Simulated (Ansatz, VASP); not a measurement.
# PdC18 in VASP and in Ansatz

```
C Pd
1.0
     7.39800    0.00000    0.00000
    -3.69900    6.40686    0.00000
     0.00000    0.00000   11.00000
C Pd
18 1
Direct
  0.00173 0.99827 0.09791
  0.22612 0.11010 0.09733
  0.00258 0.33098 0.08721
  0.22435 0.44241 0.08803
  0.00338 0.66340 0.08983
  0.22453 0.77547 0.08588
  0.33660 0.99662 0.08983
  0.55757 0.10910 0.08812
  0.33688 0.33186 0.09182
  0.55743 0.44257 0.09058
  0.33613 0.66387 0.08582
  0.55759 0.77565 0.08803
  0.66902 0.99742 0.08721
  0.88952 0.11048 0.08947
  0.66931 0.33069 0.08963
  0.89090 0.44243 0.08812
  0.66814 0.66312 0.09182
  0.88990 0.77388 0.09733
  0.03239 0.96761 0.28513
```

Alike in both runs: functional PBE; k mesh 2 × 2 × 1; occupations gaussian, width 0.05 eV; no spin polarisation.

Ansatz relaxed the structure, and its values are those at the end. VASP's run is a single point on that final structure, the one shown.

|  | VASP | Ansatz |
| --- | --- | --- |
| version | VASP 6.6.1 | Ansatz 0.2.0 |
| potentials or method | VASP PAW PBE potentials, release 64 (C, Pd) | scalar-relativistic, plane waves, PAW |
| plane-wave cutoff (eV) | 520 | 420 |
| valence electrons in the cell | 82 | 90 |

Ansatz gave:

```
rms of the force components (eV/Å) : 0.009
```

**Question.** Which values does VASP return?

**Answer.** rms of the force components (eV/Å): 0.011.

The functional is the same, so the differences come from potentials, cutoffs and numerics. The two sets of potentials don't hold the same shells in valence.

Caveats: the k mesh is coarse (spacing up to 0.49 Å⁻¹), so the values aren't converged. A hybrid or GW would open this gap; PBE tends to underestimate it.
